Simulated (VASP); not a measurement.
VASP ran on this input.

File POSCAR:
```
TiSi2
1
    1.7737540000    -6.7924000000     0.0000000000
    1.7737540000     6.7924000000     0.0000000000
    0.0000000000     0.0000000000     3.5826390000
Ti Si
2 4
Direct
  0.8968800000   0.1031200000   0.7500000000
  0.1031200000   0.8968800000   0.2500000000
  0.5582500000   0.4417500000   0.7500000000
  0.4417500000   0.5582500000   0.2500000000
  0.2496900000   0.7503100000   0.7500000000
  0.7503100000   0.2496900000   0.2500000000
```

**INCAR**
```
SYSTEM = TiSi2
PREC = Accurate
ENCUT = 345
EDIFF = 1E-6
NELM = 100
ALGO = Normal
LREAL = .FALSE.
LASPH = .TRUE.
ISMEAR = 0
SIGMA = 0.1
LMAXMIX = 4
LWAVE = .FALSE.
LCHARG = .FALSE.
ISIF = 2
```

### KPOINTS
```
Automatic mesh
0
Gamma
9 9 8
0 0 0
```

POTCAR, in this order: Ti_sv Si (LDA.64 set). Program: vasp_std.

Q: Translate this LDA calculation to Ansatz.

A: One equivalent input (not run):
Ansatz 0.2 input:
```yaml
crystal:
  lattice:
    - [1.7737540, -6.7924000, 0.0000000]
    - [1.7737540, 6.7924000, 0.0000000]
    - [0.0000000, 0.0000000, 3.5826390]
  atoms:
    - { symbol: Ti, position: [0.8968800, 0.1031200, 0.7500000] }
    - { symbol: Ti, position: [0.1031200, 0.8968800, 0.2500000] }
    - { symbol: Si, position: [0.5582500, 0.4417500, 0.7500000] }
    - { symbol: Si, position: [0.4417500, 0.5582500, 0.2500000] }
    - { symbol: Si, position: [0.2496900, 0.7503100, 0.7500000] }
    - { symbol: Si, position: [0.7503100, 0.2496900, 0.2500000] }
kpoints:
  mp_grid: { grid: [9, 9, 8] }
hamiltonian:
  xc: lda
  pseudopotentials: { kind: paw }
scf:
  occupations: { method: gaussian, width: 0.1 }
  max_iter: 100
output: { forces: true, stress: true, eigenvalues: true }
```
The two are equivalent in intent, not identical: each code has its own PAW files, so the cut-off isn't converted (ENCUT is set for VASP's; basis.ecutwfc is left out, and Ansatz then takes the one that its files recommend); Ansatz stops its SCF on the density residual and VASP on the energy change (EDIFF); Ansatz's lda is the Perdew-Wang form, while the LDA potentials of VASP carry Perdew-Zunger's.

The structure comes from a computed database's TiSi2 entry; how it stands against other phases isn't given here. The cell was not relaxed at this level. The run is one of a series of settings (ENCUT = 345 against the base run), some of them coarse on purpose.
